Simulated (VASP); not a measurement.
An input for Ansatz (written as the equivalent of a VASP run, and not itself run):

Ansatz 0.2 input:
```yaml
crystal:
  lattice:
    - [2.4442946, 0.0000000, 0.0000000]
    - [-1.2221473, 2.1168212, 0.0000000]
    - [0.0000000, 0.0000000, 3.9436721]
  atoms:
    - { symbol: B, position: [0.0000000, 0.0000000, 0.0000000] }
    - { symbol: B, position: [0.0000000, 0.0000000, 0.5000000] }
    - { symbol: N, position: [0.3333330, 0.6666670, 0.2500000] }
    - { symbol: N, position: [0.6666670, 0.3333330, 0.7500000] }
kpoints:
  mp_grid: { grid: [10, 10, 6] }
hamiltonian:
  xc: pbesol
  pseudopotentials: { kind: paw }
scf:
  occupations: { method: gaussian, width: 0.05 }
  max_iter: 100
relax:
  max_steps: 40
  f_tol: 0.02
  cell: { p_target: 30 }
output: { forces: true, stress: true, eigenvalues: true }
```

Problem. Write the VASP files for the same calculation (PBEsol).

Solution. Several could match; the one computed here: 
**POSCAR**
```
BN
1
    2.4442946233     0.0000000000     0.0000000000
   -1.2221473116     2.1168211607     0.0000000000
    0.0000000000     0.0000000000     3.9436720545
B N
2 2
Direct
  0.0000000000   0.0000000000   0.0000000000
  0.0000000000   0.0000000000   0.5000000000
  0.3333330000   0.6666670000   0.2500000000
  0.6666670000   0.3333330000   0.7500000000
```

### INCAR
```
! general
SYSTEM =BN
PREC   =Accurate
ENCUT  =620
LREAL  =F
LASPH  =T

! electronic loop
EDIFF  =1E-6
NELM   =100
ALGO   =Normal

! smearing
ISMEAR =0
SIGMA  =0.05

! functional
GGA    =PS

! ions
IBRION =2
NSW    =40
ISIF   =3
EDIFFG =-0.02
PSTRESS=300

! output
LWAVE  =F
LCHARG =F
```

**KPOINTS**
```
kpoints
0
G
10 10 6
0 0 0
```

POTCAR, in this order: B N (PBE.64 set). Program: vasp_std.

Limits of the translation: each code has its own PAW files, so the cut-off isn't converted (ENCUT is set for VASP's; basis.ecutwfc is left out, and Ansatz then takes the one that its files recommend); Ansatz stops its SCF on the density residual and VASP on the energy change (EDIFF).

The structure was generated: BN was put into the NiAs type type (P6_3/mmc), which need not be its known phase. This run relaxes it under an external pressure of 30 GPa. Symmetry was kept, so distortions that lower it aren't found.
